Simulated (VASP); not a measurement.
Method: PBE GGA, VASP's PBE PAW potentials (set 64) (plane waves; VASP).

Input for VASP

KPOINTS:
```
Automatic mesh
0
Gamma
1 1 1
0 0 0
```

### INCAR
```
LASPH = .TRUE.
ENCUT = 400   # plane-wave cut-off (eV)
LREAL = Auto   # projection in real space or not
EDIFF = 1E-5
ALGO = Fast   # Davidson, then RMM-DIIS
LWAVE = .TRUE.
EDIFFG = -0.03
GGA = PE   # PBE
NSW = 20   # most ionic steps
NELMIN = 4
SIGMA = 0.05
SYSTEM = Al32O48
ISMEAR = 0   # Gaussian
IBRION = 2   # conjugate gradients
LCHARG = .FALSE.
NELM = 100   # most electronic steps
ISIF = 2   # forces and stress, cell fixed
PREC = Normal
```

File POSCAR:
```
Al32O48
1
    9.1720659454    -4.8056377982    -0.0002045939
    9.1720659454     4.8056377982    -0.0002045939
    6.6543640380     0.0000000000     7.9334975445
Al O
32 48
Direct
  0.4260000000   0.4260000000   0.4260000000
  0.1760000000   0.1760000000   0.1760000000
  0.0740000000   0.0740000000   0.0740000000
  0.3240000000   0.3240000000   0.3240000000
  0.4260000000   0.4260000000   0.9260000000
  0.1760000000   0.1760000000   0.6760000000
  0.0740000000   0.0740000000   0.5740000000
  0.3240000000   0.3240000000   0.8240000000
  0.4260000000   0.9260000000   0.4260000000
  0.1760000000   0.6760000000   0.1760000000
  0.0740000000   0.5740000000   0.0740000000
  0.3240000000   0.8240000000   0.3240000000
  0.4260000000   0.9260000000   0.9260000000
  0.1760000000   0.6760000000   0.6760000000
  0.0740000000   0.5740000000   0.5740000000
  0.3240000000   0.8240000000   0.8240000000
  0.9260000000   0.4260000000   0.4260000000
  0.6760000000   0.1760000000   0.1760000000
  0.5740000000   0.0740000000   0.0740000000
  0.8240000000   0.3240000000   0.3240000000
  0.9260000000   0.4260000000   0.9260000000
  0.6760000000   0.1760000000   0.6760000000
  0.5740000000   0.0740000000   0.5740000000
  0.8240000000   0.3240000000   0.8240000000
  0.9260000000   0.9260000000   0.4260000000
  0.6760000000   0.6760000000   0.1760000000
  0.5740000000   0.5740000000   0.0740000000
  0.8240000000   0.8240000000   0.3240000000
  0.9260000000   0.9260000000   0.9260000000
  0.6760000000   0.6760000000   0.6760000000
  0.5740000000   0.5740000000   0.5740000000
  0.8240000000   0.8240000000   0.8240000000
  0.2220000000   0.0280000000   0.3750000000
  0.0280000000   0.3750000000   0.2220000000
  0.2780000000   0.4720000000   0.1250000000
  0.1250000000   0.2780000000   0.4720000000
  0.4720000000   0.1250000000   0.2780000000
  0.3750000000   0.2220000000   0.0280000000
  0.2220000000   0.0280000000   0.8750000000
  0.0280000000   0.3750000000   0.7220000000
  0.2780000000   0.4720000000   0.6250000000
  0.1250000000   0.2780000000   0.9720000000
  0.4720000000   0.1250000000   0.7780000000
  0.3750000000   0.2220000000   0.5280000000
  0.2220000000   0.5280000000   0.3750000000
  0.0280000000   0.8750000000   0.2220000000
  0.2780000000   0.9720000000   0.1250000000
  0.1250000000   0.7780000000   0.4720000000
  0.4720000000   0.6250000000   0.2780000000
  0.3750000000   0.7220000000   0.0280000000
  0.2220000000   0.5280000000   0.8750000000
  0.0280000000   0.8750000000   0.7220000000
  0.2780000000   0.9720000000   0.6250000000
  0.1250000000   0.7780000000   0.9720000000
  0.4720000000   0.6250000000   0.7780000000
  0.3750000000   0.7220000000   0.5280000000
  0.7220000000   0.0280000000   0.3750000000
  0.5280000000   0.3750000000   0.2220000000
  0.7780000000   0.4720000000   0.1250000000
  0.6250000000   0.2780000000   0.4720000000
  0.9720000000   0.1250000000   0.2780000000
  0.8750000000   0.2220000000   0.0280000000
  0.7220000000   0.0280000000   0.8750000000
  0.5280000000   0.3750000000   0.7220000000
  0.7780000000   0.4720000000   0.6250000000
  0.6250000000   0.2780000000   0.9720000000
  0.9720000000   0.1250000000   0.7780000000
  0.8750000000   0.2220000000   0.5280000000
  0.7220000000   0.5280000000   0.3750000000
  0.5280000000   0.8750000000   0.2220000000
  0.7780000000   0.9720000000   0.1250000000
  0.6250000000   0.7780000000   0.4720000000
  0.9720000000   0.6250000000   0.2780000000
  0.8750000000   0.7220000000   0.0280000000
  0.7220000000   0.5280000000   0.8750000000
  0.5280000000   0.8750000000   0.7220000000
  0.7780000000   0.9720000000   0.6250000000
  0.6250000000   0.7780000000   0.9720000000
  0.9720000000   0.6250000000   0.7780000000
  0.8750000000   0.7220000000   0.5280000000
```

POTCAR, in this order: Al O (PBE.64 set). Program: vasp_gam.

At this cut-off the stress carries a Pulay error, which pulls relaxed volumes low. The supercell is sampled at Γ alone, which is coarse: total energies, pressure and levels can be off, energies of defects by several tenths of an eV.

### Question
What does the run give for the energy per atom (σ→0)?

### Answer

```
Property                        Value
---------------------  --------------
energy per atom (σ→0)  -7.490 eV/atom
```

**OSZICAR**
```
...
       N       E                     dE             d eps       ncg     rms          rms(c)
DAV:   1    -0.599193647964E+03   -0.73073E-03   -0.38156E+00   548   0.477E+00    0.322E-01
RMM:   2    -0.599201132376E+03   -0.74844E-02   -0.90682E-02   466   0.674E-01    0.153E-01
RMM:   3    -0.599200794723E+03    0.33765E-03   -0.58693E-03   466   0.189E-01    0.992E-02
RMM:   4    -0.599200473616E+03    0.32111E-03   -0.19425E-03   466   0.923E-02    0.184E-02
RMM:   5    -0.599200497601E+03   -0.23984E-04   -0.23114E-04   475   0.332E-02    0.129E-02
RMM:   6    -0.599200502477E+03   -0.48760E-05   -0.33231E-05   336   0.122E-02
   2 F= -.59920050E+03 E0= -.59920050E+03  d E =-.758556E-02
```

The cell is a supercell, built from Al2O3 (corundum).
